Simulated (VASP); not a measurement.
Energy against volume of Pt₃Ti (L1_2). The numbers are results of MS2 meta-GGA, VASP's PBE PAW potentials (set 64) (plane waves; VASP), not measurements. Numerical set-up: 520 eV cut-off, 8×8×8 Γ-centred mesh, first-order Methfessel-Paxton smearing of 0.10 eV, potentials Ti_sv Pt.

```csv
V (Å³/atom),E (eV/atom)
13.889,5.02921
14.332,4.98995
14.775,4.97783
15.218,4.98844
```

Task: Fit these four points and predict the energy of the run at 15.662 Å³/atom.

Result: A cubic in V^(−2/3), the third-order Birch-Murnaghan form, passes through the four points with V0 = 14.78 Å³/atom and B0 = 273 GPa, and gives 5.0182 eV/atom there. The run gave 5.0180 eV/atom, -0.2 meV/atom from the fit; all five points give B0 = 273 GPa.

The compound is Pt3Ti in the L1_2 structure. It was relaxed first.
